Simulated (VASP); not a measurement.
# ZnO (P6_3mc) in VASP: Born charges and dielectric tensor with PBE

Aim: the Born charges and dielectric tensor of ZnO with PBE.

Everything below comes from runs of VASP 6.6.1. Logs are shortened: lines on timing, memory, paths and dates and some standing lists are left out, and cuts for length are marked.

**What was measured.**

“Electronic structure of alkaline earth and post-transition metal oxides”, 2009, arxiv:0908.1581 quotes, for a bulk crystal of ZnO: band gap 3.37 eV.

How close the calculation comes is told below.

## (1) The crystal as given

Symmetry: P6_3mc, No. 186, hexagonal system. Conventional cell: a = 3.290 Å, b = 3.290 Å, c = 5.293 Å, α = 90.00°, β = 90.00°, γ = 120.00°. Zn (site symmetry 3m) has 4 O at 2.00 to 2.01 Å as nearest neighbours. Around O (site symmetry 3m) lie 4 Zn at 2.00 to 2.01 Å.

## (2) Born charges and dielectric tensor, PBE

Input file INCAR:

```
SYSTEM = ZnO
PREC     = Accurate       ! precision mode
ENCUT    = 520            ! plane-wave cutoff, eV
EDIFF    = 1E-8           ! SCF threshold, eV
ISMEAR   = 0              ! smearing method
SIGMA    = 0.02           ! smearing width, eV
LREAL    = .FALSE.        ! projectors in reciprocal space
LASPH    = .TRUE.         ! aspherical terms in the spheres
NELM     = 60             ! most SCF steps
ALGO     = Normal         ! electronic algorithm
ISIF     = 2              ! what is computed and relaxed
LWAVE    = .FALSE.        ! write WAVECAR
LCHARG   = .FALSE.        ! write CHGCAR
GGA      = PE             ! functional
LEPSILON = .TRUE.         ! dielectric tensor by DFPT
IBRION   = 8              ! ionic algorithm
NSW      = 1              ! ionic steps
KPAR     = 4
```

Input file KPOINTS:

```
Automatic mesh
0
G
  12 12 6
  0 0 0
```

Input file POSCAR:

```
ZnO                                     
1.0
    3.2904285683      0.0000000000      0.0000000000
   -1.6452142841      2.8495947267      0.0000000000
    0.0000000000      0.0000000000      5.2930399081
  Zn              O             
     2     2
Direct
     0.3333333300000021    0.6666666699999979    0.4995467563559970
     0.6666666699999979    0.3333333300000021    0.9995467563559970
     0.6666666699999979    0.3333333300000021    0.3794632436440040
     0.3333333300000021    0.6666666699999979    0.8794632436440040
```

Potentials or basis: VASP PAW PBE potentials, release 64 (Zn, O).

Started as:

```bash
$ cat potpaw_PBE.64/Zn/POTCAR potpaw_PBE.64/O/POTCAR > POTCAR
$ mpirun -np 4 vasp_std > vasp.out
```

OUTCAR:

```text
SYSTEM = ZnO
   PREC = Accurate
   ENCUT = 520
   EDIFF = 1E-8
   ISMEAR = 0
   LREAL = .FALSE.
   LASPH = .TRUE.
   NELM = 60
   ISIF = 2
   GGA = PE
   LEPSILON = .TRUE.
   IBRION = 8
   NSW = 1

 ion  position               nearest neighbor table
   1  0.333  0.667  0.500-   3 2.00   3 2.00   3 2.00   4 2.01
   2  0.667  0.333  1.000-   4 2.00   4 2.00   4 2.00   3 2.01
   3  0.667  0.333  0.379-   1 2.00   1 2.00   1 2.00   2 2.01
   4  0.333  0.667  0.879-   2 2.00   2 2.00   2 2.00   1 2.01

  LATTYP: Found a hexagonal cell.
 ALAT       =     3.2904285683
 C/A-ratio  =     1.6086171750

  Lattice vectors:

 A1 = (   3.2904285683,   0.0000000000,   0.0000000000)
 A2 = (  -1.6452142841,   2.8495947267,   0.0000000000)
 A3 = (   0.0000000000,   0.0000000000,   5.2930399081)

Analysis of symmetry for initial positions (statically):
=====================================================================
 Subroutine PRICEL returns:
 Original cell was already a primitive cell.

 Routine SETGRP: Setting up the symmetry group for a
 hexagonal supercell.

 Subroutine GETGRP returns: Found 12 space group operations
 (whereof  6 operations were pure point group operations)
 out of a pool of 24 trial point group operations.

The static configuration has the point symmetry C_3v.
 The point group associated with its full space group is C_6v.

Analysis of symmetry for dynamics (positions and initial velocities):
=====================================================================
 Subroutine PRICEL returns:
 Original cell was already a primitive cell.

 Routine SETGRP: Setting up the symmetry group for a
 hexagonal supercell.

 Subroutine GETGRP returns: Found 12 space group operations
[... 876 lines left out ...]
 ---------------------------------------------------------------------------------
 ion    1
    1     2.13966     0.00000     0.00000
    2     0.00000     2.13966     0.00000
    3     0.00000     0.00000     2.19029
 ion    2
    1     2.13966     0.00000    -0.00000
    2     0.00000     2.13966    -0.00000
    3    -0.00000    -0.00000     2.19029
 ion    3
    1    -2.13966    -0.00000     0.00000
    2    -0.00000    -2.13966     0.00000
    3    -0.00000     0.00000    -2.19029
 ion    4
    1    -2.13966    -0.00000     0.00000
    2    -0.00000    -2.13966    -0.00000
    3    -0.00000     0.00000    -2.19029

 INTERNAL STRAIN TENSOR FOR ION    4 for displacements in x,y,z  (eV/Angst):
          X           Y           Z          XY          YZ          ZX
  --------------------------------------------------------------------------------
  x    -0.00000     0.00000    -0.00000    -6.99030     0.00000     3.59356
  y    -6.99030     6.99030     0.00000     0.00000     3.90003     0.00000
  z     3.71804     3.71804    -7.55646     0.00000     0.00000     0.00000

 SECOND DERIVATIVES (NOT SYMMETRIZED)
 ------------------------------------
               1X          1Y          1Z          2X          2Y          2Z          3X          3Y          3Z          4X          4Y          4Z
  1X    -6.765332   -0.000000   -0.000000    0.293904    0.000000    0.000000    6.335686    0.000000   -0.000000    0.135743    0.000000   -0.000000
  1Y    -0.000000   -6.765332    0.000000    0.000000    0.293904   -0.000000    0.000000    6.335686   -0.000000    0.000000    0.135743    0.000000
  1Z    -0.000000   -0.000000  -10.456414   -0.000000   -0.000000    4.677624    0.000000    0.000000    1.553390    0.000000    0.000000    4.225399
  2X     0.293904    0.000000    0.000000   -6.765332   -0.000000    0.000000    0.135743    0.000000    0.000000    6.335686    0.000000    0.000000
  2Y     0.000000    0.293904    0.000000   -0.000000   -6.765332    0.000000    0.000000    0.135743   -0.000000    0.000000    6.335686    0.000000
  2Z     0.000000    0.000000    4.677624    0.000000    0.000000  -10.456414   -0.000000   -0.000000    4.225399   -0.000000    0.000000    1.553390
  3X     6.330747    0.000000   -0.000000    0.121530    0.000000    0.000000   -7.330778   -0.000000   -0.000000    0.878501    0.000000    0.000000
  3Y     0.000000    6.330747    0.000000    0.000000    0.121530    0.000000   -0.000000   -7.330778    0.000000    0.000000    0.878501    0.000000
  3Z     0.000000    0.000000    1.493334   -0.000000    0.000000    4.232299    0.000000    0.000000  -10.415674   -0.000000    0.000000    4.690041
  4X     0.121530    0.000000    0.000000    6.330747    0.000000    0.000000    0.878501    0.000000    0.000000   -7.330778   -0.000000    0.000000
  4Y     0.000000    0.121530    0.000000    0.000000    6.330747    0.000000    0.000000    0.878501    0.000000   -0.000000   -7.330778    0.000000
  4Z     0.000000   -0.000000    4.232299   -0.000000    0.000000    1.493334    0.000000    0.000000    4.690041    0.000000    0.000000  -10.415674

 Eigenvectors and eigenvalues of the dynamical matrix
 ----------------------------------------------------

   1 f  =   15.267842 THz    95.930683 2PiTHz  509.280402 cm-1    63.142694 meV
             X         Y         Z           dx          dy          dz
     -0.000000  1.899730  2.644121     0.000000   -0.000000   -0.081335
      1.645214  0.949865  5.290641    -0.000000    0.000000    0.081335
      1.645214  0.949865  2.008514    -0.000000    0.000000   -0.702413
     -0.000000  1.899730  4.655034     0.000000   -0.000000    0.702413
[... 71 lines left out ...]
  12 f/i=    0.019230 THz     0.120827 2PiTHz    0.641453 cm-1     0.079530 meV
             X         Y         Z           dx          dy          dz
     -0.000000  1.899730  2.644121    -0.000000   -0.000000    0.633226
      1.645214  0.949865  5.290641    -0.000000   -0.000000    0.633226
      1.645214  0.949865  2.008514    -0.000000   -0.000000    0.314682
     -0.000000  1.899730  4.655034    -0.000000   -0.000000    0.314682

--------------------------------------------------------------------------------------------------------

 MACROSCOPIC STATIC DIELECTRIC TENSOR IONIC CONTRIBUTION
 ------------------------------------------------------
           5.166373     0.000000     0.000000
           0.000000     5.166373     0.000000
           0.000000     0.000000     6.081621
 ------------------------------------------------------

 ELASTIC MODULI CONTR FROM IONIC RELAXATION (kBar)
 Direction    XX          YY          ZZ          XY          YZ          ZX
 --------------------------------------------------------------------------------
 XX        -547.4698    237.8374    315.1147     -0.0000     -0.0000      0.0000
 YY         237.8374   -547.4698    315.1147     -0.0000      0.0000     -0.0000
 ZZ         315.1147    315.1147   -641.3879      0.0000      0.0000      0.0000
 XY          -0.0000     -0.0000      0.0000   -392.6536      0.0000     -0.0000
 YZ          -0.0000      0.0000      0.0000      0.0000   -138.0979     -0.0000
 ZX           0.0000     -0.0000      0.0000      0.0000     -0.0000   -132.6130
 --------------------------------------------------------------------------------

 PIEZOELECTRIC TENSOR IONIC CONTR  for field in x, y, z        (C/m^2)
          XX          YY          ZZ          XY          YZ          ZX
  --------------------------------------------------------------------------------
  x     0.00000    -0.00000     0.00000     0.00000    -0.00000    -0.77886
  y     0.00000     0.00000     0.00000     0.00000    -0.79480    -0.00000
  z    -0.91304    -0.91304     1.85841    -0.00000    -0.00000    -0.00000
```

Wall time 6.4 min (4 MPI ranks of Intel Xeon Platinum 8488C (Sapphire Rapids), shared host); peak memory 1 GiB.

Results:

```yaml
Band_gap_on_the_k_mesh: 0.72 eV, direct
Electronic_dielectric_tensor_diagonal: 5.62
Born_charges_mean_of_the_diagonal: Zn +2.16; O -2.16 e
Highest_phonon_frequency_at_Γ_LO-TO_splitting_left_out: 509 cm⁻¹
```

Phonon frequencies in cm⁻¹ (negative: imaginary):
```tsv
q point	frequencies
(0.000, 0.000, 0.000)	-1 0 0 93 93 246 348 370 370 400 400 509
```

Electronic dielectric tensor:
```
5.62 0.00 0.00
0.00 5.62 0.00
0.00 0.00 5.62
```

Born effective charge tensors (e):
atom 1, Zn
```
2.14 0.00 0.00
0.00 2.14 0.00
0.00 0.00 2.19
```
atom 2, Zn
```
2.14 0.00 0.00
0.00 2.14 0.00
0.00 0.00 2.19
```
atom 3, O
```
-2.14  0.00  0.00
 0.00 -2.14  0.00
 0.00  0.00 -2.19
```
atom 4, O
```
-2.14  0.00  0.00
 0.00 -2.14  0.00
 0.00  0.00 -2.19
```

## (3) Against experiment

Step 2. Against the measured gap of ZnO, 3.37 eV (quoted in “Electronic structure of alkaline earth and post-transition metal oxides”, 2009, arxiv:0908.1581), the calculated 0.72 eV is off by -2.65 eV. So large a miss can be the level of theory's own, or it may mean another phase, state or a wrong row. The value is that of PBE, without temperature or zero-point motion. Semilocal functionals fall short of measured gaps as a rule.
